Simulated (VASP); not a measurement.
Co:

```
Co
1.0
     2.28685    0.00000    0.00000
     0.00000    2.28685    0.00000
     0.00000    0.00000    2.28685
Co
1
Direct
  0.00000 0.00000 0.00000
```

The cell was built by a generator and needn't be a form met in nature.

```yaml
Program: VASP 6.6.1
Task: relaxation of cell and atoms
Functional: LDA
Potentials_or_basis: VASP PAW LDA potentials, release 64 (Co)
Cutoff: 600 eV
k_mesh: 14 × 14 × 14
Occupations: fermi-dirac, width 0.1 eV
Spin: no spin polarisation
```

At the start: pressure -16.2 GPa; volume 11.96 Å³/atom.

Task: How do energy, volume and symmetry change on relaxing?

Result: Over 4 steps the energy falls by 55.2 meV/atom and the volume is 10.96 Å³/atom (-8.4 %); space group Pm-3m (No. 221, to 0.05 Å).

The path:
```tsv
step	energy change (eV)	largest force (eV/Å)	pressure (GPa)	volume (Å³)
1	0.0000	0.0000	-16.23	11.96
2	0.0178	0.0000	26.23	9.98
3	-0.0552	0.0000	-0.38	10.97
4	-0.0552	0.0000	0.02	10.96
```

Final structure:
```
CELL_PARAMETERS angstrom
2.22095 0.00000 0.00000
0.00000 2.22095 0.00000
0.00000 0.00000 2.22095
ATOMIC_POSITIONS crystal
Co 0.00000 0.00000 0.00000
```

Caveat: the run has no spin polarisation, though such a crystal can be magnetic.
